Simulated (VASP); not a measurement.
Computed with PBE GGA, VASP's PBE PAW potentials (set 64) (plane waves; VASP).

The input files of a VASP run:

File KPOINTS:
```
Automatic mesh
0
Gamma
6 6 4
0 0 0
```

**POSCAR**
```
CdSe
7.010
  0.3067047076  -0.5312281027   0.0000000000
  0.3067047076   0.5312281027   0.0000000000
  0.0000000000   0.0000000000   1.0000000000
Cd Se
2 2
direct
  0.6666670000   0.3333330000   0.5000000000
  0.3333330000   0.6666670000   0.0000000000
  0.6666670000   0.3333330000   0.8760000000
  0.3333330000   0.6666670000   0.3760000000
```

INCAR:
```
SYSTEM=CdSe
PREC=Normal; ENCUT=500; LREAL=.FALSE.
LASPH=.TRUE.; NBANDS=192
EDIFF=1E-8; NELM=1; ALGO=Exact
ISMEAR=0; SIGMA=0.01
GGA=PE
LWAVE=.TRUE.; LCHARG=.FALSE.
LOPTICS=.TRUE.
```

POTCAR, in this order: Cd_sv_GW Se_GW (PBE.64 set). Program: vasp_std. Read from the step before: WAVECAR.

The resulting files:

OSZICAR:
```
       N       E                     dE             d eps       ncg     rms          rms(c)
DIA:   1    -0.110515023010E+02   -0.11052E+02    0.00000E+00     0   0.000E+00
   1 F= -.11051502E+02 E0= -.11051502E+02  d E =-.243423-163
 imaginary and real dielectric function
```

OUTCAR:
```


 plasma frequency squared (from intraband transitions) (eV^2)
  --------------------------------------------------------------------------------------
       0.000       0.000       0.000
       0.000       0.000       0.000
       0.000       0.000       0.000

 plasma frequency squared (from interband transitions, int dw w eps(2)(w)) (eV^2)
  --------------------------------------------------------------------------------------
     535.600       0.000       0.000      -0.000      -0.000      -0.000
      -0.000       0.000     535.600       0.000      -0.000      -0.000
      -0.000       0.000      -0.000       0.000     534.395       0.000
```
(Selected blocks of OUTCAR.)

### OUTCAR
```
 val. band max:        2.3282039819   @ k =   0.0000   0.0000   0.0000

 cond. band min:       2.9901132077   @ k =   0.0000   0.0000   0.0000



 k-point     1 :       0.0000    0.0000    0.0000
  band No.  band energies     occupation
      1     -99.3276      2.00000
      2     -99.3276      2.00000
      3     -60.3972      2.00000
      4     -60.3972      2.00000
      5     -60.3970      2.00000
      6     -60.3970      2.00000
      7     -60.3968      2.00000
      8     -60.3963      2.00000
      9     -10.2813      2.00000
     10      -9.8989      2.00000
     11      -5.6025      2.00000
     12      -5.5969      2.00000
     13      -5.5969      2.00000
     14      -5.5286      2.00000
     15      -5.5286      2.00000
     16      -5.2633      2.00000
     17      -5.2633      2.00000
     18      -5.2002      2.00000
     19      -5.2002      2.00000
     20      -4.9281      2.00000
     21      -2.0625      2.00000
     22       1.5611      2.00000
     23       1.5612      2.00000
     24       2.2821      2.00000
     25       2.3282      2.00000
     26       2.3282      2.00000
     27       2.9901      0.00000
     28       4.5238      0.00000
     29       8.1950      0.00000
     30       8.1951      0.00000
     31       8.4856      0.00000
     32       9.3533      0.00000
     33       9.3534      0.00000
     34      10.0381      0.00000
     35      11.6871      0.00000
     36      11.6871      0.00000
     37      11.7055      0.00000
     38      12.7841      0.00000
     39      13.2926      0.00000
     40      13.2927      0.00000
     41      13.4109      0.00000
     42      15.8167      0.00000
     43      17.0435      0.00000
     44      17.0436      0.00000
     45      17.4080      0.00000
     46      18.3801      0.00000
     47      18.3801      0.00000
     48      20.2194      0.00000
     49      20.2195      0.00000
     50      20.4477      0.00000
     51      20.4478      0.00000
     52      21.7710      0.00000
...
```

The density is held fixed in this step, so its total energy and stress have no physical meaning.

The compound is CdSe in the wurtzite structure. The cell was not relaxed at this level.
